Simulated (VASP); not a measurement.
A convergence study with VASP on Ni3Si (L1_2): one setting is varied, all else stays as given below, so the limit is that of these other settings.

```
CELL_PARAMETERS angstrom
      3.51000     0.00000     0.00000
      0.00000     3.51000     0.00000
      0.00000     0.00000     3.51000
ATOMIC_POSITIONS crystal
  Si 0.00000 0.00000 0.00000
  Ni 0.00000 0.50000 0.50000
  Ni 0.50000 0.00000 0.50000
  Ni 0.50000 0.50000 0.00000
```

These are PBE GGA, VASP's PBE PAW potentials (set 64) (plane waves; VASP 6.6.1) values and carry that method's errors. The tightest run used: 550 eV cut-off, 14×14×14 Monkhorst-Pack mesh, first-order Methfessel-Paxton smearing of 0.10 eV, potentials Si Ni.

| setting | E (eV/atom) | pressure (GPa) | irreducible k-points |
|---|---|---|---|
| 1×1×1 mesh | -3.5932 | 19.47 | 1 |
| 2×2×2 mesh | -5.7580 | 5.71 | 1 |
| 3×3×3 mesh | -5.8814 | 0.43 | 4 |
| 4×4×4 mesh | -5.9063 | -0.55 | 4 |

Task: These are the cheaper rows. Estimate the results at 14×14×14 mesh, and how far the last row shown lies from them.

Result: 
```tsv
quantity	tightest run	last row shown is off by
E (eV/atom)	-5.9200	0.0137
pressure (GPa)	-0.72	0.16
```

Left out are rungs that failed or repeat a setting and relaxations that didn't move; long series are thinned to 24 rows.

The compound is Ni3Si in the L1_2 structure. The cell was not relaxed at this level. The run is not spin-polarised, so no magnetic state was tried.
